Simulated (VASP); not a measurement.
## MgZn$_{3}$Te$_{4}$ (ordered alloy cell): computed properties

Calculation: PBEsol GGA, VASP's PBE PAW potentials (set 64) (plane waves; VASP).

```
Property                                                                         Result
---------------------------------------------  ----------------------------------------
space group                                                                 P-43m (215)
cell                                           a = b = c = 6.1588 Å, α = β = γ = 90.00°
volume per atom                                                           29.20 Å³/atom
band gap (over mesh and band path)                                              1.33 eV
smallest direct gap (over mesh and band path)                                   1.33 eV
band-edge character                                                      direct, Γ to Γ
density                                                                      5.19 g/cm³
```

```cif
data_MgTe4Zn3
_chemical_formula_sum 'Zn3 Te4 Mg1'
_space_group_name_H-M_alt 'P-43m'
_space_group_IT_number 215
_space_group_name_Hall 'P -4 2 3'
_cell_length_a 6.15885
_cell_length_b 6.15885
_cell_length_c 6.15885
_cell_angle_alpha 90.000
_cell_angle_beta 90.000
_cell_angle_gamma 90.000
loop_
_atom_site_label
_atom_site_type_symbol
_atom_site_symmetry_multiplicity
_atom_site_Wyckoff_symbol
_atom_site_fract_x
_atom_site_fract_y
_atom_site_fract_z
_atom_site_occupancy
Zn1 Zn 3 d 0.00000 0.00000 0.50000 1
Te1 Te 4 e 0.75785 0.75785 0.75785 1
Mg1 Mg 1 b 0.50000 0.50000 0.50000 1
```

Unless said otherwise, spin-orbit coupling is left out, though it shifts the bands of the heavy elements here.

The structure was generated: MgZn3Te4 was put into an ordered model structure (P-43m), which need not be its known phase. It was relaxed first. Symmetry was kept, so distortions that lower it aren't found.
